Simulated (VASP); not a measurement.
A convergence study with VASP on BN (hex): one setting is varied, all else stays as given below, so the limit is that of these other settings.

```yaml
crystal:
  lattice:
    - [1.25200, -2.16853, 0.00000]
    - [1.25200, 2.16853, 0.00000]
    - [0.00000, 0.00000, 6.66000]
  atoms:
    - { symbol: B, position: [0.33333, 0.66667, 0.25000] }
    - { symbol: B, position: [0.66667, 0.33333, 0.75000] }
    - { symbol: N, position: [0.66667, 0.33333, 0.25000] }
    - { symbol: N, position: [0.33333, 0.66667, 0.75000] }
```

All values below come from LDA (Ceperley-Alder, Perdew-Zunger), VASP's LDA PAW potentials (set 64) (plane waves; VASP). The tightest run used: 700 eV cut-off, 19×19×7 Γ-centred mesh, Gaussian smearing of 0.050 eV, potentials B N.

Q: The settings run are 1×1×1 mesh; 2×2×1 mesh; 3×3×1 mesh; 4×4×1 mesh; 5×5×2 mesh; 6×6×2 mesh; 7×7×3 mesh; 8×8×3 mesh; 9×9×3 mesh; 10×10×4 mesh; 11×11×4 mesh; 12×12×4 mesh; 13×13×5 mesh; 14×14×5 mesh; 15×15×5 mesh; 16×16×6 mesh; 17×17×6 mesh; 18×18×7 mesh; 19×19×7 mesh. From which on does the stress (every component) stay within 0.2 GPa of the tightest run?

A: From 5×5×2 mesh on: it is off by 0.09 there and by no more than 0.2 in any finer run, while 4×4×1 mesh is off by 3.12.
```csv
setting,E (eV/atom),pressure (GPa),irreducible k-points,difference judged (GPa)
1×1×1 mesh,-6.5589,17.66,1,24.72
2×2×1 mesh,-8.8683,4.92,2,14.87
3×3×1 mesh,-9.5740,-3.81,3,2.33
4×4×1 mesh,-9.6105,-3.55,4,3.12
5×5×2 mesh,-9.6425,-4.33,10,0.09
6×6×2 mesh,-9.6459,-4.38,14,0.05
7×7×3 mesh,-9.6461,-4.38,16,0.00
8×8×3 mesh,-9.6462,-4.38,20,0.00
9×9×3 mesh,-9.6462,-4.38,24,0.00
10×10×4 mesh,-9.6462,-4.38,42,0.00
11×11×4 mesh,-9.6462,-4.38,48,0.00
12×12×4 mesh,-9.6462,-4.38,57,0.00
13×13×5 mesh,-9.6462,-4.38,63,0.00
14×14×5 mesh,-9.6462,-4.38,72,0.00
15×15×5 mesh,-9.6462,-4.38,81,0.00
16×16×6 mesh,-9.6462,-4.38,120,0.00
17×17×6 mesh,-9.6462,-4.38,132,0.00
18×18×7 mesh,-9.6462,-4.38,148,0.00
19×19×7 mesh,-9.6462,-4.38,160,0.00
```

Left out are rungs that failed or repeat a setting and relaxations that didn't move; long series are thinned to 24 rows.

The compound is BN in the hex structure. The cell was not relaxed at this level.
